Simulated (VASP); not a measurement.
Here is a VASP 6.6.1 calculation.

The input INCAR:

```
PREC = Accurate
ENCUT = 520
EDIFF = 1E-7
ISMEAR = -1
SIGMA = 0.05
LREAL = Auto
LASPH = True
NELM = 100
ALGO = Normal
ISIF = 2
LWAVE = False
LCHARG = False
GGA = PE
NBANDS = 47
```

File KPOINTS:

```
regular mesh
0
Gamma
  1 1 1
```

POSCAR

```
NaH12ClO6
1.0
    6.0731780000      0.0000000000      0.0000000000
    0.0000000000      6.0731780000      0.0000000000
    0.0000000000      0.0000000000      6.0731780000
O H Na Cl
6 12 1 1
Direct
    0.8016725345      0.6231827883      0.8314263142
   -0.0218831063      0.8797370998      0.1485219106
    0.4753030456      0.5048263035      0.4229581283
    0.2251539474      0.4236002963      0.9974514167
    0.6572341532      0.2414551327     -0.0135513894
    0.9685044634      1.1795965802      0.5217696567
    0.6788208743      0.7242501372      0.7977371979
    0.7305071579      0.4848367692      0.8662680396
   -0.0942834213      0.7662874363      0.0544854770
    0.1376050562      0.8737764643      0.1409146908
    0.5627037442      0.6361743390      0.4567295739
    0.5805033213      0.4022934944      0.3537357212
    0.3095743283      0.5525278528      1.0318320984
    0.3380931697      0.3167040386      1.0538798632
    0.5770948917      0.1361725278     -0.1107492650
    0.7791637261      0.1368805591      0.0298196430
    1.0541103850      1.0641216180      0.5828414711
    0.9140519181      1.0984364364      0.3895653972
    1.1329653107      0.5101941685      0.6283201316
    0.3316879565      0.8797206339      0.7079818836
```

Potentials or basis: VASP PAW PBE potentials, release 64 (O, H, Na_pv, Cl).

The run is started by

```sh
$ cat potpaw_PBE.64/O/POTCAR potpaw_PBE.64/H/POTCAR potpaw_PBE.64/Na_pv/POTCAR potpaw_PBE.64/Cl/POTCAR > POTCAR
$ mpirun -np 1 vasp_gam > vasp.out
```

(1) Predict the largest force.

(2) Estimate the pressure.

(3) What does it give for the band gap on the k mesh?

Results:

(1) 2.335 eV/Å.

(2) 0.7 GPa.

(3) 4.14 eV, direct.
